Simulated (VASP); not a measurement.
Here is the system:

```
CELL_PARAMETERS angstrom
      1.21281    -2.10065     0.00000
      1.21281     2.10065     0.00000
      0.00000     0.00000     3.95464
ATOMIC_POSITIONS crystal
  Co 0.33333 0.66667 0.25000
  Co 0.66667 0.33333 0.75000
```
Starting moments (μB, in the order of the record's atoms Co Co): 1.7 1.7.

These are r2SCAN meta-GGA, VASP's PBE PAW potentials (set 64) (plane waves; VASP) values and carry that method's errors. Run with 480 eV cut-off, 16×16×8 Γ-centred mesh, first-order Methfessel-Paxton smearing of 0.10 eV, potentials Co.

Task: Give the stress tensor in GPa (positive for a compressed cell).

Result: 
```
14.78   0.00   0.00
 0.00  14.78   0.00
 0.00   0.00  13.16
```
The pressure is its mean diagonal, 14.24 GPa.

The compound is Co in the hcp structure. This cell was strained or had an atom moved on purpose.
